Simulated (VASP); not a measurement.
Consider the following.

```yaml
crystal:
  lattice:
    - [4.67569, 0.00000, 0.00000]
    - [0.00000, 4.67569, 0.00000]
    - [0.00000, 0.00000, 2.98210]
  atoms:
    - { symbol: Ti, position: [0.00000, 0.00000, 0.00000] }
    - { symbol: Ti, position: [0.50000, 0.50000, 0.50000] }
    - { symbol: O, position: [0.30540, 0.30540, 0.00000] }
    - { symbol: O, position: [0.80540, 0.19460, 0.50000] }
    - { symbol: O, position: [0.19460, 0.80540, 0.50000] }
    - { symbol: O, position: [0.69460, 0.69460, 0.00000] }
```

Method: revPBE GGA, VASP's PBE PAW potentials (set 64) (plane waves; VASP). Numerical set-up: 520 eV cut-off, 5×5×8 Γ-centred mesh, tetrahedra with Blöchl corrections, potentials Ti_sv O.

Q: What does the run give for the energy per atom (σ→0), band gap (on the k-mesh) with the smallest direct gap where there is one?

A: 
| Item | Value |
|---|---|
| band gap (on the k-mesh) | 1.82 eV |
| smallest direct gap (on the k-mesh) | 1.82 eV |
| energy per atom (σ→0) | -8.590 eV/atom |

The absolute energy has meaning only against runs of the same code, potentials and settings.

The compound is TiO2 in the rutile structure. It was relaxed first.
